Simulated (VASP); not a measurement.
A convergence study with VASP on PdIn (CsCl type): one setting is varied, all else stays as given below, so the limit is that of these other settings.

```
InPd
1.0
    3.25000     0.00000     0.00000
    0.00000     3.25000     0.00000
    0.00000     0.00000     3.25000
In Pd
1 1
Direct
  0.50000   0.50000   0.50000
  0.00000   0.00000   0.00000
```

Level of theory: PBE GGA, VASP's PBE PAW potentials (set 64) (plane waves; VASP 6.6.1). The tightest run used: 550 eV cut-off, 21×21×21 Γ-centred mesh, first-order Methfessel-Paxton smearing of 0.10 eV, potentials In_d Pd.

Q: The settings run are 1×1×1 mesh; 2×2×2 mesh; 3×3×3 mesh; 4×4×4 mesh; 5×5×5 mesh; 6×6×6 mesh; 7×7×7 mesh; 8×8×8 mesh; 9×9×9 mesh; 10×10×10 mesh; 11×11×11 mesh; 12×12×12 mesh; 13×13×13 mesh; 14×14×14 mesh; 15×15×15 mesh; 16×16×16 mesh; 17×17×17 mesh; 18×18×18 mesh; 19×19×19 mesh; 20×20×20 mesh; 21×21×21 mesh. From which on does the energy per atom stay within 0.01 eV/atom of the tightest run?

A: From 7×7×7 mesh on: it is off by 0.0052 there and by no more than 0.01 in any finer run, while 6×6×6 mesh is off by 0.0138.
```tsv
setting	E (eV/atom)	pressure (GPa)	irreducible k-points	difference judged (eV/atom)
1×1×1 mesh	-3.5428	13.27	1	0.8124
2×2×2 mesh	-4.3752	2.68	4	0.0199
3×3×3 mesh	-4.2646	5.79	4	0.0906
4×4×4 mesh	-4.3481	6.74	10	0.0071
5×5×5 mesh	-4.3521	7.35	10	0.0031
6×6×6 mesh	-4.3414	6.81	20	0.0138
7×7×7 mesh	-4.3604	6.80	20	0.0052
8×8×8 mesh	-4.3543	6.51	35	0.0010
9×9×9 mesh	-4.3509	6.57	35	0.0043
10×10×10 mesh	-4.3544	6.77	56	0.0008
11×11×11 mesh	-4.3573	6.48	56	0.0021
12×12×12 mesh	-4.3553	6.60	84	0.0000
13×13×13 mesh	-4.3549	6.51	84	0.0003
14×14×14 mesh	-4.3562	6.48	120	0.0010
15×15×15 mesh	-4.3559	6.56	120	0.0006
16×16×16 mesh	-4.3565	6.55	165	0.0013
17×17×17 mesh	-4.3555	6.55	165	0.0003
18×18×18 mesh	-4.3555	6.55	220	0.0003
19×19×19 mesh	-4.3568	6.52	220	0.0016
20×20×20 mesh	-4.3562	6.48	286	0.0010
21×21×21 mesh	-4.3552	6.56	286	0.0000
```

Left out are rungs that failed or repeat a setting and relaxations that didn't move; long series are thinned to 24 rows.

The compound is PdIn in the CsCl type structure. The cell was not relaxed at this level. The electron count is odd and the run is not spin-polarised, which forces a metal.
